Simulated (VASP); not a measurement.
Input:

```yaml
crystal:
  lattice:
    - [-2.14809, 2.14809, 2.14809]
    - [2.14809, -2.14809, 2.14809]
    - [2.14809, 2.14809, -2.14809]
  atoms:
    - { symbol: Eu, position: [0.00000, 0.00000, 0.00000] }
```

Calculation: PBEsol GGA, VASP's PBE PAW potentials (set 64) (plane waves; VASP 6.6.1). Settings: 480 eV cut-off, 12×12×12 Γ-centred mesh, first-order Methfessel-Paxton smearing of 0.10 eV, potentials Eu_2.

The 4f electrons are frozen in the core of the lanthanide potential, so 4f levels, which can set the real gap, and their magnetism are missing.

Problem. What does the run give for the energy per atom (σ→0), band gap (on the k-mesh) with the smallest direct gap where there is one?

Solution. 
```
Item                                                         Value
------------------------  ----------------------------------------
band gap (on the k-mesh)  none (metal, semimetal or under 0.01 eV)
energy per atom (σ→0)                       -208.8 kJ/mol of atoms
```

Total energies compare only between runs with the same potentials, cut-off and functional.

The compound is Eu in the bcc structure. It was relaxed first, which changed the volume by -17 %.
